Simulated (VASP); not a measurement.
Input:

```xyz
4
Lattice="3.3754 0.0000 0.0000 -1.6877 2.9232 0.0000 0.0000 0.0000 5.9344" Properties=species:S:1:pos:R:3 pbc="T T T"
Y      0.0000     0.0000     0.0000
Y      0.0000     0.0000     2.9672
N      0.0000     1.9488     1.4836
N      1.6877     0.9744     4.4508
```

All values below come from PBEsol GGA, VASP's PBE PAW potentials (set 64) (plane waves; VASP 6.6.1). Settings: 520 eV cut-off, Gaussian smearing of 0.050 eV, potentials Y_sv N.

Question: Give the energies of bands 11 to 19 at the high-symmetry points, in eV from the valence-band maximum.

Answer: 
| band | Γ | M | K | A | L | H |
|---|---|---|---|---|---|---|
| 11 | -4.14 | -4.26 | -3.08 | -2.67 | -3.18 | -3.10 |
| 12 | -2.13 | -3.03 | -3.08 | -2.67 | -3.18 | -3.10 |
| 13 | -2.13 | -2.36 | -2.93 | -1.29 | -1.82 | -1.97 |
| 14 | -0.32 | -1.54 | -1.94 | -1.29 | -1.82 | -1.97 |
| 15 | 0.00 | -0.92 | -1.94 | -1.29 | -1.46 | -1.55 |
| 16 | 0.00 | -0.39 | -0.39 | -1.29 | -1.46 | -1.55 |
| 17 | 0.17 | 0.33 | 3.30 | 3.23 | 2.17 | 3.49 |
| 18 | 3.30 | 3.05 | 3.87 | 3.23 | 2.17 | 3.49 |
| 19 | 3.31 | 5.48 | 3.87 | 4.20 | 6.19 | 5.14 |

The gap is direct, 0.17 eV, from the valence maximum at Γ to the conduction minimum at Γ.

The structure was generated: YN was put into the NiAs type type (P6_3/mmc), which need not be its known phase. It was relaxed first, which changed the volume by -32 %.
